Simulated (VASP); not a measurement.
VASP ran on this input.

File POSCAR:
```
MgF2
1.0
  4.7262900958   0.0000000000   0.0000000000
  0.0000000000   4.7262900958   0.0000000000
  0.0000000000   0.0000000000   3.1175819860
Mg F
2 4
Cart
  4.7262900958   0.0000000000   3.1175819860
  2.3631450479   2.3631450479   1.5587909930
  1.4326502230   1.4326502230   3.1175819860
  3.7957952709   0.9304948249   1.5587909930
  0.9304948249   3.7957952709   1.5587909930
  3.2936398728   3.2936398728   0.0000000000
```

### KPOINTS
```
K-points
0
G
 5 5 7
```

INCAR:
```
! general
SYSTEM=MgF2
PREC  =Accurate
ENCUT =520
LREAL =.FALSE.
LASPH =.TRUE.

! electronic loop
EDIFF =1E-7
NELM  =100
ALGO  =Normal

! smearing
ISMEAR=0
SIGMA =0.05

! functional
GGA   =PE

! ions
IBRION=2
NSW   =30
ISIF  =4
EDIFFG=-0.01

! output
LWAVE =.FALSE.
LCHARG=.FALSE.
```

POTCAR, in this order: Mg F (PBE.64 set). Program: vasp_std.

Q: Translate this PBE calculation to Quantum ESPRESSO's pw.x.

A: One equivalent input (not run):
```
&CONTROL
  calculation = 'vc-relax'
  pseudo_dir = './pseudo'
  outdir = './out'
  tprnfor = .true.
  tstress = .true.
  nstep = 30
  forc_conv_thr = 0.00039
/
&SYSTEM
  ibrav = 0
  nat = 6
  ntyp = 2
  ecutwfc = 84
  occupations = 'smearing'
  smearing = 'gaussian'
  degauss = 0.003675
  input_dft = 'pbe'
/
&ELECTRONS
  conv_thr = 7.3e-09
  electron_maxstep = 100
/
&IONS
/
&CELL
  cell_dofree = 'shape'
/
ATOMIC_SPECIES
  Mg 24.305 Mg.upf
  F 18.998 F.upf
CELL_PARAMETERS angstrom
     4.7262901    0.0000000    0.0000000
     0.0000000    4.7262901    0.0000000
     0.0000000    0.0000000    3.1175820
ATOMIC_POSITIONS crystal
  Mg   1.0000000  0.0000000  1.0000000
  Mg   0.5000000  0.5000000  0.5000000
  F    0.3031236  0.3031236  1.0000000
  F    0.8031236  0.1968764  0.5000000
  F    0.1968764  0.8031236  0.5000000
  F    0.6968764  0.6968764  0.0000000
K_POINTS automatic
  5 5 7 0 0 0
```
Limits of the translation: the potentials are each code's own (VASP's PAW set, PseudoDojo norm-conserving files in pw.x), so ENCUT and ecutwfc are chosen apart and not converted; conv_thr bounds pw.x's estimated SCF error, while EDIFF bounds the energy change between steps; forc_conv_thr acts on force components and is met together with etot_conv_thr.

The compound is MgF2 in the rutile structure. This cell is one point of a volume scan, at 1.03 of the reference volume. Symmetry was kept, so distortions that lower it aren't found.
